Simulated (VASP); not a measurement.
## CaBr: equation of state with PBE

The system is CaBr.

```xyz
4
Lattice="4.0841 0.0000 0.0000 -2.0421 3.5370 0.0000 0.0000 0.0000 9.6721" Properties=species:S:1:pos:R:3 pbc="T T T"
Br    2.0421    1.1790    5.1696
Br    0.0000    2.3580    0.3336
Ca    2.0421    1.1790    8.1295
Ca    0.0000    2.3580    3.2935
```

The cell comes from a database or a generator and needn't be the stable form of this composition.

```
Program                : VASP 6.6.1
Task                   : equation of state
Functional             : PBE
Potentials or basis    : VASP PAW PBE potentials, release 64 (Br, Ca_sv)
Cutoff                 : 520 eV
k mesh                 : 8 × 8 × 3
Occupations            : fermi-dirac, width 0.05 eV
Spin                   : no spin polarisation
Further INCAR settings : ALGO = Normal; EDIFF = 1e-07; NBANDS = 25
```

| Quantity | Value |
| --- | --- |
| Equilibrium volume | 35.96 Å³/atom |
| Bulk modulus at fixed shape and positions | 20 GPa |
| Pressure derivative of the bulk modulus | 3.8 |

Energy against volume, from the lowest point:
| volume (Å³/atom) | energy (meV/atom) |
| --- | --- |
| 32.834 | 19.69 |
| 33.533 | 11.39 |
| 34.231 | 5.49 |
| 34.930 | 1.76 |
| 35.628 | 0.00 |
| 36.327 | 0.05 |
| 37.026 | 1.74 |

All runs of the series together: 5.9 min on 1 thread of Intel(R) Xeon(R) 6975P-C (Granite Rapids), on a shared host.

Caveat: the cell was scaled at fixed shape and fractional positions, which overstates the stiffness of a crystal with free parameters, most of all of layers and chains.
